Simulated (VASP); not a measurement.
Input:

```xyz
8
Lattice="4.3510 0.0000 0.0000 0.0000 4.3510 0.0000 0.0000 0.0000 4.3510" Properties=species:S:1:pos:R:3 pbc="T T T"
Co     3.7174     2.8091     1.5419
Co     1.5419     3.7174     2.8091
Co     0.6336     0.6336     0.6336
Co     2.8091     1.5419     3.7174
Si     0.6825     1.4930     2.8580
Si     2.8580     0.6825     1.4930
Si     3.6684     3.6684     3.6684
Si     1.4930     2.8580     0.6825
```

The numbers are results of LDA (Ceperley-Alder, Perdew-Zunger), VASP's LDA PAW potentials (set 64) (plane waves; VASP), not measurements. Numerical set-up: 400 eV cut-off, 8×8×8 Γ-centred mesh, tetrahedra with Blöchl corrections, potentials Co Si.

Q: Tabulate the total density of states (states/eV per cell) against energy (eV; zero at the valence-band maximum or, without a gap, the Fermi level).

A: 
(E (eV), DOS (states/eV)): (-9.92, 0.34); (-9.37, 2.16); (-8.83, 1.90); (-8.28, 1.44); (-7.74, 1.22); (-7.08, 1.10); (-6.54, 1.99); (-6.00, 2.66); (-5.45, 1.24); (-4.91, 3.91); (-4.36, 0.37); (-3.82, 5.70); (-3.17, 6.40); (-2.62, 10.7); (-2.08, 7.51); (-1.53, 10.4); (-0.99, 10.9); (-0.44, 8.95); (0.10, 0.42); (0.65, 3.32); (1.19, 2.05); (1.84, 2.37); (2.39, 4.68); (2.93, 3.26); (3.48, 1.36)
Within 2 eV below the Fermi level the largest weight inside VASP's projection spheres is Co d.

The compound is CoSi in the B20 structure. It was relaxed first, which changed the volume by -6 %. The run is not spin-polarised, so no magnetic state was tried.
